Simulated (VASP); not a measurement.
All values below come from PBEsol GGA, VASP's PBE PAW potentials (set 64) (plane waves; VASP 6.6.1).

VASP input:

### POSCAR
```
Pt
1
   -0.0000000000     1.9576129219     1.9576129219
    1.9576129219    -0.0000000000     1.9576129219
    1.9576129219     1.9576129219    -0.0000000000
Pt
1
Direct
  0.0000000000   0.0000000000   0.0000000000
```

### KPOINTS
```
K-points
0
Gamma
 16 16 16
0 0 0
```

INCAR:
```
SYSTEM = Pt
PREC = Accurate; ENCUT = 500; LREAL = .FALSE.
LASPH = .TRUE.
EDIFF = 1E-6; NELM = 100; ALGO = Normal
LMAXMIX = 6
ISMEAR = 1; SIGMA = 0.1
GGA = PS
IBRION = 2; NSW = 40; ISIF = 3
EDIFFG = -0.02
LWAVE = .FALSE.; LCHARG = .FALSE.
```

POTCAR, in this order: Pt (PBE.64 set). Program: vasp_std.

The resulting files:

File OSZICAR:
```
       N       E                     dE             d eps       ncg     rms          rms(c)
DAV:   1     0.334652254560E+02    0.33465E+02   -0.53908E+03  2786   0.999E+02
DAV:   2    -0.699757458642E+01   -0.40463E+02   -0.38727E+02  2744   0.183E+02
DAV:   3    -0.741639886094E+01   -0.41882E+00   -0.41579E+00  3056   0.184E+01
DAV:   4    -0.741773855791E+01   -0.13397E-02   -0.13396E-02  3007   0.112E+00
DAV:   5    -0.741774708025E+01   -0.85223E-05   -0.85231E-05  2941   0.813E-02    0.135E+01
DAV:   6    -0.701334444575E+01    0.40440E+00   -0.10549E+00  2674   0.931E+00    0.689E+00
DAV:   7    -0.696633398331E+01    0.47010E-01   -0.18286E-01  2778   0.373E+00    0.256E+00
DAV:   8    -0.696205777104E+01    0.42762E-02   -0.63206E-03  2775   0.833E-01    0.588E-01
DAV:   9    -0.696184093208E+01    0.21684E-03   -0.14258E-04  2779   0.130E-01    0.237E-02
DAV:  10    -0.696184519526E+01   -0.42632E-05   -0.24500E-06  2972   0.120E-02    0.216E-03
DAV:  11    -0.696184544866E+01   -0.25340E-06   -0.85539E-08  1402   0.306E-03
   1 F= -.69618454E+01 E0= -.69615836E+01  d E =-.696185E+01
```

File OUTCAR:
```
------------------------ aborting loop because EDIFF is reached ----------------------------------------
  FORCE on cell =-STRESS in cart. coord.  units (eV):
  Direction    XX          YY          ZZ          XY          YZ          ZX
  --------------------------------------------------------------------------------------
  Total        0.0050853      0.0050853      0.0050853      0.0000000      0.0000000      0.0000000
  in kB        0.5430240      0.5430240      0.5430240      0.0000000      0.0000000      0.0000000
  external PRESSURE =       0.5430240 kB  Pullay stress =       0.0000000 kB
  volume of cell :       15.00
      direct lattice vectors                 reciprocal lattice vectors
     0.000000000  1.957612922  1.957612922    -0.255413108  0.255413108  0.255413108
     1.957612922  0.000000000  1.957612922     0.255413108 -0.255413108  0.255413108
     1.957612922  1.957612922  0.000000000     0.255413108  0.255413108 -0.255413108
 POSITION                                       TOTAL-FORCE (eV/Angst)
 -----------------------------------------------------------------------------------
      0.00000      0.00000      0.00000         0.000000      0.000000      0.000000
 -----------------------------------------------------------------------------------
    total drift:                               -0.000000     -0.000000     -0.000000
  FREE ENERGIE OF THE ION-ELECTRON SYSTEM (eV)
  ---------------------------------------------------
  free  energy   TOTEN  =        -6.9618454487 eV

  energy  without entropy=       -6.9610598979  energy(sigma->0) =       -6.96158360

 reached required accuracy - stopping structural energy minimisation
```
(Selected blocks of OUTCAR.)

### OUTCAR
```
 val. band max:       11.1632047010   @ k =  -0.4375   0.1250   0.0625

 cond. band min:      11.1943097834   @ k =  -0.4375   0.3125   0.0000


 Fermi energy:        11.1692197559

 k-point     1 :       0.0000    0.0000    0.0000
  band No.  band energies     occupation
      1       0.8412      2.00000
      2       7.3539      2.00000
      3       7.3539      2.00000
      4       7.3539      2.00000
      5       9.5514      2.00000
      6       9.5514      2.00000
      7      25.8049      0.00000
      8      30.7926      0.00000
      9      30.7926      0.00000

 k-point     2 :       0.0625    0.0000    0.0000
  band No.  band energies     occupation
      1       0.9994      2.00000
      2       7.2822      2.00000
      3       7.4170      2.00000
      4       7.4170      2.00000
      5       9.5154      2.00000
      6       9.5154      2.00000
      7      26.0528      0.00000
      8      29.9645      0.00000
      9      31.0367      0.00000

 k-point     3 :       0.1250    0.0000    0.0000
  band No.  band energies     occupation
      1       1.4553      2.00000
      2       7.1066      2.00000
      3       7.5755      2.00000
      4       7.5755      2.00000
      5       9.4478      2.00000
      6       9.4478      2.00000
      7      26.7078      0.00000
      8      28.3178      0.00000
      9      31.7406      0.00000

 k-point     4 :       0.1875    0.0000    0.0000
  band No.  band energies     occupation
      1       2.1419      2.00000
      2       6.9417      2.00000
      3       7.7247      2.00000
      4       7.7247      2.00000
      5       9.4708      2.00000
      6       9.4708      2.00000
      7      26.4719      0.00000
      8      27.4432      0.00000
      9      32.8070      0.00000

 k-point     5 :       0.2500    0.0000    0.0000
  band No.  band energies     occupation
      1       2.9016      2.00000
      2       6.9887      2.00000
      3       7.7343      2.00000
...
```

Unless said otherwise, spin-orbit coupling is left out, though it shifts the bands of the heavy elements here.

The compound is Pt in the fcc structure. It was relaxed first.
